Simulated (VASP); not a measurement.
Consider the following.

```
CsI
1.0
    0.00000     3.90508     3.90508
    3.90508     0.00000     3.90508
    3.90508     3.90508     0.00000
Cs I
1 1
Direct
  0.00000   0.00000   0.00000
  0.50000   0.50000   0.50000
```

The numbers are results of LDA (Ceperley-Alder, Perdew-Zunger), VASP's LDA PAW potentials (set 64) (plane waves; VASP), not measurements. Settings: 400 eV cut-off, 5×5×5 Γ-centred mesh, Gaussian smearing of 0.050 eV, potentials Cs_sv I.

Energy and stress use the plane-wave basis of the starting cell.

Q: The ions, cell shape and volume are relaxed. Predict the relaxed structure.

A: 
```
CsI
1.0
    0.00000     3.73246     3.73246
    3.73246     0.00000     3.73246
    3.73246     3.73246     0.00000
Cs I
1 1
Direct
  0.00000   0.00000   0.00000
  0.50000   0.50000   0.50000
```
Space group Fm-3m (225), at a tolerance of 0.03 Å.

Q: How do energy and volume change from the first to the last step?

A: The energy (σ→0) changes by -34.0 meV/atom and the volume by -12.7 %, in 4 ionic steps.

The structure comes from a computed database's CsI entry (Fm-3m); how it stands against other phases isn't given here. This run relaxes it. Symmetry was kept, so distortions that lower it aren't found.
